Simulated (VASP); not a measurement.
Input:

```
ZnO
1.0
    1.62347    -2.81194     0.00000
    1.62347     2.81194     0.00000
    0.00000     0.00000     5.20979
Zn O
2 2
Cartesian
  1.62347  -0.93731   2.60644
  1.62347   0.93731   0.00154
  1.62347  -0.93731   4.59350
  1.62347   0.93731   1.98860
```

Calculation: r2SCAN meta-GGA, VASP's PBE PAW potentials (set 64) (plane waves; VASP). Run with 520 eV cut-off, 9×9×5 Γ-centred mesh, tetrahedra with Blöchl corrections, potentials Zn O.

**Question.** Tabulate the total density of states (states/eV per cell) against energy (eV; zero at the valence-band maximum or, without a gap, the Fermi level).

**Answer.** 
(E (eV), DOS (states/eV)): (-9.93, 0.00); (-9.33, 0.00); (-8.73, 0.00); (-8.13, 0.00); (-7.53, 0.00); (-6.93, 0.00); (-6.33, 0.00); (-5.61, 12.2); (-5.01, 5.01); (-4.41, 20.2); (-3.81, 4.88); (-3.21, 2.42); (-2.61, 1.85); (-2.01, 3.22); (-1.41, 3.99); (-0.81, 3.52); (-0.21, 0.91); (0.39, 0.00); (1.11, 0.00); (1.71, 0.02); (2.31, 0.08); (2.91, 0.14); (3.51, 0.25); (4.11, 0.32); (4.71, 0.43)
Within 2 eV below the valence-band maximum the largest weight inside VASP's projection spheres is O p, then Zn d.

The compound is ZnO in the wurtzite structure. It was relaxed first.
